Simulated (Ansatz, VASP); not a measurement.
# One calculation of LiAl7, two programs

INCAR

```
SYSTEM = LiAl7
PREC     = Accurate       ! precision mode
ENCUT    = 600            ! plane-wave cutoff, eV
EDIFF    = 1E-6           ! SCF threshold, eV
ISMEAR   = 0              ! smearing method
SIGMA    = 0.1            ! smearing width, eV
LREAL    = .False.        ! projectors in reciprocal space
LASPH    = .True.         ! aspherical terms in the spheres
NELM     = 100            ! most SCF steps
ALGO     = Normal         ! electronic algorithm
ISIF     = 3              ! what is computed and relaxed
LWAVE    = .False.        ! write WAVECAR
LCHARG   = .False.        ! write CHGCAR
GGA      = PE             ! functional
IBRION   = 2              ! ionic algorithm
NSW      = 90             ! ionic steps
EDIFFG   = -0.04          ! ionic threshold
```

The input KPOINTS:

```
regular mesh
0
Gamma
  4 4 4
  0 0 0
```

POSCAR

```
LiAl7
1.0
    0.0000000000      4.0983100200      4.0983100200
    4.0983100200      0.0000000000      4.0983100200
    4.0983100200      4.0983100200      0.0000000000
Li Al
1 7
Direct
    0.0000000000      0.0000000000      0.0000000000
    0.9990603600      0.5009396400      0.5009396400
    0.5009396400      0.9990603600      0.9990603600
    0.5009396400      0.9990603600      0.5009396400
    0.9990603600      0.5009396400      0.9990603600
    0.5009396400      0.5009396400      0.9990603600
    0.9990603600      0.9990603600      0.5009396400
    0.2500000000      0.2500000000      0.2500000000
```

Input for Ansatz:

```yaml
crystal:
  lattice:
    - [0.0, 4.09831002, 4.09831002]
    - [4.09831002, 0.0, 4.09831002]
    - [4.09831002, 4.09831002, 0.0]
  atoms:
    - { symbol: Li, position: [0.0, 0.0, 0.0] }
    - { symbol: Al, position: [0.99906036, 0.50093964, 0.50093964] }
    - { symbol: Al, position: [0.50093964, 0.99906036, 0.99906036] }
    - { symbol: Al, position: [0.50093964, 0.99906036, 0.50093964] }
    - { symbol: Al, position: [0.99906036, 0.50093964, 0.99906036] }
    - { symbol: Al, position: [0.50093964, 0.50093964, 0.99906036] }
    - { symbol: Al, position: [0.99906036, 0.99906036, 0.50093964] }
    - { symbol: Al, position: [0.25, 0.25, 0.25] }
basis:
  ecutwfc: 420
kpoints:
  mp_grid: { grid: [4, 4, 4] }
hamiltonian:
  xc: pbe
scf:
  occupations: { method: gaussian, width: 0.1 }
  lower_state_search: "off"
output:
  forces: true
  stress: true
  eigenvalues: true
relax:
  adjacent_minimum: "off"
  f_tol: 0.04
  max_steps: 70
  cell: { stress_tol: 0.4 }
```

Alike in both runs: task relaxation of cell and atoms; functional PBE; k mesh 4 × 4 × 4; occupations gaussian, width 0.1 eV; no spin polarisation.

|  | VASP | Ansatz |
| --- | --- | --- |
| version | VASP 6.6.1 | Ansatz 0.2.0 |
| potentials or method | VASP PAW PBE potentials, release 64 (Li_sv, Al) | scalar-relativistic, plane waves, PAW |
| plane-wave cutoff (eV) | 600 | 420 |
| valence electrons in the cell | 24 | 24 |

```tsv
	VASP	Ansatz	Ansatz less VASP
gap on the k mesh at the Fermi level, each at its own relaxed structure (eV)	none	none	-
relaxed volume (Å³/atom)	22.40	22.36	-0.036
relaxed cell length with the largest relative difference (Å)	6.328	6.324	-0.0034
energy change over the relaxation (meV/atom)	-891	-889	+2.3
```

A gap of «none» marks a metal or a gap that the smearing closes.

Caveats: the cutoff is under 1.25 times the usual one of these potentials, so pressure, stress and relaxed cells hold a basis-set (Pulay) error (VASP); the volume moved by over 15 % at a fixed basis, so the end points are rough (VASP).
